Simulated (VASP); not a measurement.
Data:

```xyz
8
Lattice="3.2416 -5.5660 -0.0157 1.5998 2.7709 0.0000 -0.0127 0.0073 5.1924" Properties=species:S:1:pos:R:3 pbc="T T T"
In     1.6234    -0.9373     2.6043
Al     1.5717     0.9398     0.0173
Al     3.2270    -3.7104     2.5807
Al     3.2612    -1.8828    -0.0040
N      1.6123    -0.9308     4.7586
N      1.4545     1.0075     1.8761
N      3.2160    -3.7040     4.5145
N      3.3547    -1.9368     1.9085
```

Level of theory: PBEsol GGA, VASP's PBE PAW potentials (set 64) (plane waves; VASP). Settings: 520 eV cut-off, Gaussian smearing of 0.050 eV, potentials In_d Al N.

Unless said otherwise, spin-orbit coupling is left out, though it shifts the bands of the heavy elements here.

Task: Give the energies of bands 12 to 25 at the high-symmetry points, in eV from the valence-band maximum.

Result: 
| band | Γ | Z | D | B | A | E | C2 | Y2 |
|---|---|---|---|---|---|---|---|---|
| 12 | -4.67 | -4.74 | -4.62 | -3.96 | -4.07 | -5.88 | -5.15 | -4.03 |
| 13 | -3.77 | -4.46 | -4.50 | -3.72 | -3.93 | -5.68 | -5.09 | -3.50 |
| 14 | -2.54 | -3.92 | -3.81 | -3.17 | -2.43 | -2.19 | -3.37 | -2.08 |
| 15 | -2.31 | -3.86 | -3.69 | -2.50 | -2.25 | -2.17 | -3.36 | -1.97 |
| 16 | -1.43 | -3.39 | -2.58 | -2.12 | -1.93 | -2.07 | -3.19 | -1.91 |
| 17 | -1.31 | -3.19 | -2.57 | -1.84 | -1.70 | -1.92 | -3.14 | -1.48 |
| 18 | -1.10 | -2.11 | -2.19 | -1.06 | -1.57 | -1.92 | -1.80 | -1.23 |
| 19 | -0.57 | -2.09 | -2.09 | -1.00 | -1.55 | -1.73 | -1.65 | -1.12 |
| 20 | -0.40 | -1.85 | -1.20 | -0.88 | -1.29 | -1.32 | -1.63 | -0.57 |
| 21 | 0.00 | -1.84 | -0.76 | -0.17 | -0.52 | -1.17 | -0.67 | -0.18 |
| 22 | 2.07 | 4.74 | 4.62 | 3.93 | 4.19 | 3.86 | 5.06 | 3.64 |
| 23 | 4.72 | 5.18 | 4.68 | 4.72 | 5.16 | 3.90 | 5.33 | 4.27 |
| 24 | 4.90 | 6.23 | 4.74 | 6.15 | 5.59 | 4.39 | 5.67 | 4.86 |
| 25 | 5.78 | 6.35 | 5.20 | 6.31 | 5.80 | 4.92 | 5.69 | 5.19 |

The gap is direct, 2.07 eV, from the valence maximum at Γ to the conduction minimum at Γ.

The structure was generated: Al3InN4 was put into an ordered model structure (Pm), which need not be its known phase. It was relaxed first.
